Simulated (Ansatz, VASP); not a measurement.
# Cross-check of HfC between VASP and Ansatz

One calculation is typed for both programs; each brings its own data sets. How far apart do they land? The cell is taken from a series of runs on this material, whose earlier steps may have relaxed, scaled, displaced or heated it; both programs get it as it stands.

Calculated with Ansatz 0.2.0; plane waves, with VASP 6.6.1 beside it; zone-centre phonons at PBEsol.

### Step 1. The structure

Symmetry: Immm, No. 71, orthorhombic system. Conventional cell: a = 3.226 Å, b = 3.388 Å, c = 4.581 Å, α = 90.00°, β = 90.00°, γ = 90.00°. Nearest to C lie 6 Hf at 2.29 to 2.34 Å. Nearest to Hf lie 6 C at 2.29 to 2.34 Å. Farther neighbours are not listed.

### Step 2. Ansatz: zone-centre phonons, PBEsol

Ansatz runs on its PAW soft_1 files.

Second derivatives magnify differences that forces hide, and they need a tight electronic threshold.

Input file input.yaml:

```yaml
crystal:
  lattice:
    - [0.0572070739, 2.3385161995, 2.2907236559]
    - [2.3385161995, 0.0572070739, 2.2907236559]
    - [2.3957232733, 2.3957232733, -1.0e-10]
  atoms:
    - { symbol: C, position: [0.0, 0.0, 0.0] }
    - { symbol: Hf, position: [0.5, 0.5, 0.5] }
kpoints:
  mp_grid: { grid: [16, 16, 16] }
hamiltonian:
  xc: pbesol
  pseudopotentials: { kind: paw, azcp: { folder: soft_1 }, xc_functional: pbe }
scf:
  occupations: { method: methfessel_paxton, width: 0.2 }
output:
  eigenvalues: true
phonons:
  method: dfpt
```

On the command line:

```sh
> ansatz run input.yaml --threads 4 --pin off --max-ram 10240MiB --backend cpu --events-out ev --progress --plain --runs-dir out
```

Numbers of over 12 decimals in the logs are rounded to 6 here.

What it wrote:

```text
zone centre: on kpoints.mp_grid the ground state, and the responses unless they are solved on pairs of k-points, stand on 1098 of the mesh's 4096 k-points, reduced under 4 symmetry operations, with k and −k counted as one. Each operation leaves every solved displacement unchanged or reverses it
Engine: ansatz 0.2.0, aarch64-unknown-linux-gnu
Pseudopotentials: kind: paw
Pseudopotential: C, paw, valence charge 4, recommended cutoff 420 eV (normal), soft_1/C.paw.azcp
Pseudopotential: Hf, paw, valence charge 26, recommended cutoff 420 eV (normal), soft_1/Hf.paw.azcp
Functional definition: PBEsol
  exchange = pbesol_x
  correlation = pbesol_c
Crystal: 2 atoms, lattice volume = 25.039 Å³
Basis set: ecut = 420 eV, 503 PW (Γ), exchange–correlation on 48×48×48 points (8 copies of the dense FFT grid, shifted against one another)
Bands: 19, of which v1, the nominal top of the filled ones, is band 15 counted from 1 (14 counted from 0)
Symmetry: 8 space group operations
k-points: 1098 of 4096 (irreducible under 4 space group operations)
Non-local potential: C, projectors of the file, l = 0: 2, l = 1: 2, l = 2: 1
Non-local potential: Hf, projectors of the file, l = 0: 3, l = 1: 2, l = 2: 2, l = 3: 3
PAW form: soft (Blöchl's): semilocal exchange-correlation on the pseudo side does not see the compensation charge
PAW frozen core: C, regenerated for the run's functional, and the local potential with it (the file was generated under x = pbe(κ = 0.804, μ = 0.219515), c = pbe(β = 0.066725))
PAW frozen core: Hf, regenerated for the run's functional, and the local potential with it (the file was generated under x = pbe(κ = 0.804, μ = 0.219515), c = pbe(β = 0.066725))
PAW one-centre angular grid: C, 110 points (default); XC on 64 Gauss nodes
PAW one-centre angular grid: Hf, 590 points (default); XC on 64 Gauss nodes
Initial density: superposition of atomic densities (chi_scale 0.1, normalization cell, long waves kept (reshape's long-wave potential 0.00 eV rms))
Initial wavefunctions: pseudopotential atomic-orbital guess
Functional: x = pbesol(κ = 0.804, μ = 0.123457), c = pbesol(β = 0.046)
SCF iter   1: F=—  HF=-15847.994198 eV  |F-HF|=—  |Δ(HF+E_count)|=         —  Δρ=8.45e-2  dr2=2.45e0  ethr=3.10e-3  ⟨swp⟩=4.8  Hψ=89698  notcnv=0
preconditioner: auto → Kerker (q_TF=auto, 2.812 Å⁻¹)  [metal: Δε(μ)=0.043 eV  Ē_g=17.590 eV  σ=0.200 eV  W_gap=0.18  n_scr=14 (ndim 8)  ℏωp=39.3 eV  f_vac=0.000  D(μ)=0.20/eV (n_scr^D=0)]
SCF iter   2: F=—  HF=-15847.492734 eV  |F-HF|=—  |Δ(HF+E_count)|=   5.01e-1  S|Δr|=    0.00e0  Δρ=3.28e-2  dr2=2.66e-1  ethr=3.10e-3  ⟨swp⟩=2.4  Hψ=38581  notcnv=0  defer=6
SCF iter   3: F=—  HF=-15847.439737 eV  |F-HF|=—  |Δ(HF+E_count)|=   5.30e-2  S|Δr|=    0.00e0  Δρ=1.43e-2  dr2=3.24e-2  ethr=8.86e-4  ⟨swp⟩=2.0  Hψ=36867  notcnv=0
SCF iter   4: F=—  HF=-15847.431473 eV  |F-HF|=—  |Δ(HF+E_count)|=   8.26e-3  S|Δr|=    0.00e0  Δρ=8.14e-3  dr2=7.99e-3  ethr=1.08e-4  ⟨swp⟩=2.0  Hψ=37200  notcnv=0
SCF iter   5: F=—  HF=-15847.431469 eV  |F-HF|=—  |Δ(HF+E_count)|=   3.76e-6  S|Δr|=    0.00e0  Δρ=1.48e-3  dr2=2.84e-4  ethr=2.66e-5  ⟨swp⟩=2.3  Hψ=35020  notcnv=0
SCF iter   6: F=—  HF=-15847.431427 eV  |F-HF|=—  |Δ(HF+E_count)|=   4.27e-5  S|Δr|=    0.00e0  Δρ=2.52e-4  dr2=1.57e-5  ethr=9.48e-7  ⟨swp⟩=3.0  Hψ=37739  notcnv=0
SCF iter   7: F=—  HF=-15847.431432 eV  |F-HF|=—  |Δ(HF+E_count)|=   5.14e-6  S|Δr|=    0.00e0  Δρ=6.68e-5  dr2=8.37e-7  ethr=5.25e-8  ⟨swp⟩=2.2  Hψ=37830  notcnv=0
SCF iter   8: F=—  HF=-15847.431432 eV  |F-HF|=—  |Δ(HF+E_count)|=   1.12e-7  S|Δr|=    0.00e0  Δρ=1.36e-5  dr2=2.72e-8  ethr=2.79e-9  ⟨swp⟩=2.9  Hψ=42522  notcnv=0
SCF iter   9: F=—  HF=-15847.431432 eV  |F-HF|=—  |Δ(HF+E_count)|=   2.46e-8  S|Δr|=    0.00e0  Δρ=2.42e-6  dr2=1.11e-9  ethr=9.07e-11  ⟨swp⟩=2.3  Hψ=33599  notcnv=0
SCF iter  10: F=—  HF=-15847.431432 eV  |F-HF|=—  |Δ(HF+E_count)|=  5.57e-10  S|Δr|=    0.00e0  Δρ=3.38e-7  dr2=2.09e-11  ethr=3.71e-12  ⟨swp⟩=2.6  Hψ=40960  notcnv=0
SCF iter  11: F=-15847.431432 eV  HF=-15847.431432 eV  |F-HF|=1.82e-12  |Δ(HF+E_count)|=  9.46e-11  S|Δr|=    0.00e0  Δρ=5.83e-8  dr2=6.02e-13  ethr=1.00e-12  ⟨swp⟩=4.2  Hψ=176191  notcnv=0
SCF 1 converged in 11 iterations: F = -15847.431432 eV  dr2 = 6.02e-13
  Residual-converged pass: ⟨swp⟩=1.2  Hψ=26301  notcnv=4  max |occ|·‖R‖ = 1.7e-7 eV (tolerance 1.0e-8 eV)  dr2=6.02e-13  dr2_onsite=9.83e-14  max |Δocc| = 8.3e-13
  greatest PAW one-centre occupation: 0.998 electrons in one spin orbital (limit 2), on the Hf atom at site 1 (counted from 0), in its partial waves of l = 0
DFPT response loops at Γ: preconditioner auto → Kerker (q_TF=auto, 2.812 Å⁻¹) (partly filled bands, converged f_vac=0.000); β = 1.00, the filter's whole step (`scf.mixing.beta` (0.50) is not read by the response loops under this deck's `scf.mixing.preconditioner`; to damp them name `kerker` or `kerker_dos`, under which they read `scf.mixing.beta`, and type it under 1.00, their step now; both keys bind the ground state too); Broyden in place of MSR1
SCF converged after 11 iterations
Stability not checked: this state was not tested for a lower state beside it, because cold or Methfessel-Paxton smearing, or corrected tetrahedra, fill the levels in a way that the test cannot read (fill_not_monotonic; see scf.lower_state_search)
Free energy (F): -15847.431432 eV
Harris-Foulkes:  -15847.431432 eV  (|F-HF|=1.82e-12)
Internal energy: -15847.431247 eV  (E = F + TS)
E sigma→0 (E₀):  -15847.431386 eV
Entropy (-TS):   -0.000185 eV (-0.092 meV/atom)
Fermi energy:    18.531377 eV
--- Per-component energies (eV) ---
  E_band       = 64.246975
  E_kinetic    = 493.074018
  E_local      = -6221.872015  (includes V_loc(G=0)·N_el)
  E_nonlocal   = 91.124409
  E_hartree    = 3043.418201
  E_xc         = -311.816057
  E_vxc        = -313.192496  (∫ρ·V_xc dr)
  E_paw        = -7673.246132  (= ΣΔE_a)
  E_vpaw       = -71.723413  (= ΣTr[D̂ρ^β])
  E_aug_tail   = 0.000100  (compensation charges beyond the density's cutoff)
  E_ewald      = -5269.385927
  E_core_change = 1.272157  (= ΣΔE_core)
  E_smearing   = -0.000185  (= −TS)
  E_closure    = -0.000000  (closes the sum)
  Σ components = -15847.431432   (vs F -15847.431432, Δ=0.00e0)
--- Band table (eV; the first three rows and the last of 1098) ---
  k-point 0: bands = [... 11 lower, 7.5632, 19.3937, 19.4120, 19.6445, 19.7135, 19.8884, 20.1049, 21.7378]
  k-point 1: bands = [... 11 lower, 7.5624, 18.5701, 18.9760, 19.1851, 19.9714, 20.3272, 20.3313, 22.2381]
  k-point 2: bands = [... 11 lower, 7.5623, 17.5246, 18.1788, 18.3904, 20.3083, 20.6692, 20.8027, 23.2809]
  k-point 1097: bands = [... 11 lower, 8.1084, 16.0411, 16.5937, 18.1224, 18.6228, 23.8198, 25.1941, 25.2514]
--- Phonons (Γ-DFPT): 4 representative perturbations + reference, on 1098 of 4096 k-points (Σ response iterations 12) ---
  k mesh reduced under 4 symmetry operations, with k and −k counted as one. Each operation leaves every solved displacement unchanged or reverses it
  ASR residual: 1.870e-5 → 0.000e0 eV/Å²; symmetrization residual: 1.221e-6 eV/Å²
  ASR residual per site (eV/Å²): 1.09e-5 1.87e-5
  Γ frequencies (cm⁻¹): 0.00 0.00 0.00 387.13 419.59 474.48
  non-analytic LO–TO correction: not included (Born effective charges unavailable; polar crystals: no LO–TO splitting at Γ)
```

(Part 1 of 2 ends here.)

[Lines on the potential files, build, host, timing and source positions are cut from VASP's logs without a mark.]

[Logs are printed without paths, hosts, clocks, repeated set-up lines and the standing remarks that a program may print on its own settings, such as how far it seeks lower states.]

[Hosts, paths, dates, database ids (printed as entryN), source tags and the programs' standing remarks are cut or masked in the printed files.]
